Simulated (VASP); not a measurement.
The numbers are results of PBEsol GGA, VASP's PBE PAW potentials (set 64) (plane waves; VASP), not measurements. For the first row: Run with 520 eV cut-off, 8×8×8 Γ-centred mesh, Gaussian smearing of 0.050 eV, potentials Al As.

```csv
system,energy (eV/atom)
AlAs (zinc blende),-5.0324
Al (fcc),-4.0979
As (a7),-5.1090
```

The references are the elements' solids at the same level; no temperature or zero-point terms are added.

What is the formation energy per atom of AlAs?

The references average (1×(-4.0979) + 1×(-5.1090))/2 = -4.6035 eV, so the formation energy is -5.0324 − (-4.6035) = -0.429 eV/atom. Measured: -0.610 eV/atom at 298 K (as given by Yubo Zhang et al., npj Computational Materials (2018), doi:10.1038/s41524-018-0065-z).
